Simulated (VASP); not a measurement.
A run of VASP 6.6.1:

File INCAR:

```
SYSTEM = LaNi2As2
  PREC = Accurate
  ENCUT = 600
  EDIFF = 1E-7
  ISMEAR = 0
  SIGMA = 0.1
  LREAL = .False.
  LASPH = .True.
  NELM = 80
  ALGO = Normal
  ISIF = 3
  LWAVE = .False.
  LCHARG = .False.
  GGA = PS
  IBRION = 2
  NSW = 80
  EDIFFG = -0.004
```

The input KPOINTS:

```
Automatic mesh
0
Gamma
  12 12 12
  0 0 0
```

POSCAR

```
LaNi2As2
1.0
   -2.0553376200      2.0553376200      5.0182108300
    2.0553376200     -2.0553376200      5.0182108300
    2.0553376200      2.0553376200     -5.0182108300
La Ni As
1 2 2
Direct
    0.0000000000      0.0000000000      0.0000000000
    0.2500000000      0.7500000000      0.5000000000
    0.7500000000      0.2500000000      0.5000000000
    0.6381608600      0.6381608600      0.0000000000
    0.3618391400      0.3618391400      0.0000000000
```

Potentials or basis: VASP PAW PBE potentials, release 64 (La, Ni, As).

Command:

```sh
$ cat potpaw_PBE.64/La/POTCAR potpaw_PBE.64/Ni/POTCAR potpaw_PBE.64/As/POTCAR > POTCAR
$ mpirun -np 1 vasp_std > vasp.out
```

Hardware: 1 thread of Intel(R) Xeon(R) Platinum 8488C (Sapphire Rapids), on a shared host.

Q: Estimate the wall time of this run.

A: Run time: 89 min on 1 thread of Intel(R) Xeon(R) Platinum 8488C (Sapphire Rapids), with other jobs on the host, peak memory 0.79 GiB. Counts: scf iterations 135, k points 163, ion steps 15.
